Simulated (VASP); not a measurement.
Given:

```
W
1.0
   -1.58000     1.58000     1.58000
    1.58000    -1.58000     1.58000
    1.58000     1.58000    -1.58000
W
1
Cartesian
  0.00000   0.00000   0.00000
```

Level of theory: r2SCAN meta-GGA, VASP's PBE PAW potentials (set 64) (plane waves; VASP). Run with 480 eV cut-off, 15×15×15 Γ-centred mesh, first-order Methfessel-Paxton smearing of 0.10 eV, potentials W_sv.

Question: The ions, cell shape and volume are relaxed. Predict the relaxed structure.

Answer: 
```
W
1.0
   -1.58638     1.58638     1.58638
    1.58638    -1.58638     1.58638
    1.58638     1.58638    -1.58638
W
1
Direct
  0.00000   0.00000   0.00000
```
Space group Im-3m (229), at a tolerance of 0.03 Å.

Question: How do energy and volume change from the first to the last step?

Answer: The energy (σ→0) changes by -2.3 meV/atom and the volume by +1.2 %, in 3 ionic steps.

```
step  E(σ→0) (eV)  max force (eV/Å)  pressure (GPa)  volume (Å³)
----  -----------  ----------------  --------------  -----------
1        -51.3499             0.000            3.96        15.78
2        -51.3218             0.000          -12.97        16.69
3        -51.3523             0.000           -0.06        15.97
```

The compound is W in the bcc structure. This run relaxes it. Symmetry was kept, so distortions that lower it aren't found.
